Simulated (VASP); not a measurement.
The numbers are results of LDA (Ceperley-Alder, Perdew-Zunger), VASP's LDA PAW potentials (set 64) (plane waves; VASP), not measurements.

VASP input:

### KPOINTS
```
K-points
0
Gamma
  10 10 6
0 0 0
```

### POSCAR
```
SnSe2
1
    1.8124510748    -3.1392672799     0.0000000000
    1.8124510748     3.1392672799    -0.0000000000
   -0.0000000000    -0.0000000000     5.1117686658
Sn Se
1 2
Direct
  1.0000000000   1.0000000000   1.0000000000
  0.3333330000   0.6666670000   0.3094200886
  0.6666670000   0.3333330000   0.6905799114
```

### INCAR
```
! general
SYSTEM   =  SnSe2
PREC     =  Accurate
ENCUT    =  500
LREAL    =  .False.
LASPH    =  .True.

! electronic loop
EDIFF    =  1E-6
NELM     =  100
ALGO     =  Normal
LMAXMIX  =  4

! smearing
ISMEAR   =  1
SIGMA    =  0.1

! ions
IBRION   =  2
NSW      =  40
ISIF     =  3
EDIFFG   =  -0.02
PSTRESS  =  200

! output
LWAVE    =  .False.
LCHARG   =  .False.
```

POTCAR, in this order: Sn_d Se (LDA.64 set). Program: vasp_std.

Unless said otherwise, spin-orbit coupling is left out, though it shifts the bands of the heavy elements here.

What does the run give for the energy per atom (σ→0), volume per atom, band gap (on the k-mesh)?

```yaml
energy per atom (σ→0): -4.359 eV/atom
band gap (on the k-mesh): none (metal, semimetal or under 0.01 eV)
volume_per_atom: 19.36 Å³/atom
```

### OSZICAR
```
...
       N       E                     dE             d eps       ncg     rms          rms(c)
DAV:   1    -0.130804041777E+02   -0.22920E-01   -0.36600E-02  3206   0.327E+00    0.229E-01
DAV:   2    -0.130792611238E+02    0.11431E-02   -0.23045E-03  3191   0.898E-01    0.984E-02
DAV:   3    -0.130789394289E+02    0.32169E-03   -0.91150E-04  3161   0.527E-01    0.197E-02
DAV:   4    -0.130789324624E+02    0.69665E-05   -0.52995E-05  2620   0.705E-02    0.866E-03
DAV:   5    -0.130789288862E+02    0.35762E-05   -0.31309E-06  3030   0.218E-02    0.321E-03
DAV:   6    -0.130789285926E+02    0.29355E-06   -0.54638E-07  1370   0.916E-03
   3 F= -.58304234E+01 E0= -.58299909E+01  d E =-.101725E-03
```

The compound is SnSe2 in the 1T layered structure. This run relaxes it under an external pressure of 20 GPa. Symmetry was kept, so distortions that lower it aren't found.
